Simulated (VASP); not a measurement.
Here is a VASP 6.6.1 calculation.

The input INCAR:

```
PREC     = Accurate       # precision mode
ENCUT    = 520            # plane-wave cutoff, eV
EDIFF    = 1E-7           # SCF threshold, eV
ISMEAR   = 0              # smearing method
SIGMA    = 0.1            # smearing width, eV
LREAL    = False          # projectors in reciprocal space
LASPH    = True           # aspherical terms in the spheres
NELM     = 100            # most SCF steps
ALGO     = Normal         # electronic algorithm
ISIF     = 2              # what is computed and relaxed
LWAVE    = False          # write WAVECAR
LCHARG   = False          # write CHGCAR
GGA      = PS             # functional
NBANDS   = 14             # bands
```

KPOINTS

```
regular mesh
0
Gamma
  18 18 18
```

Contents of POSCAR:

```
Rh                                      
1.0
    0.0000000000      1.8512328393      1.8512328393
    1.8512328393      0.0000000000      1.8512328393
    1.8512328393      1.8512328393      0.0000000000
  Rh            
     1
Direct
     0.0000000000000000    0.0000000000000000    0.0000000000000000
```

Potentials or basis: VASP PAW PBE potentials, release 64 (Rh_pv).

Command:

```bash
$ cat potpaw_PBE.64/Rh_pv/POTCAR > POTCAR
$ mpirun -np 1 vasp_std > vasp.out
```

**Question.** Predict the pressure.

**Answer.** 21.5 GPa.

**Question.** What does it give for the band gap on the k mesh?

**Answer.** None (metal or under the smearing width).

Caveat: so large a pressure means that the cell lies far from this level's equilibrium, or that cutoff or potentials fall short; the potentials were made for another functional, which shifts forces and pressure.
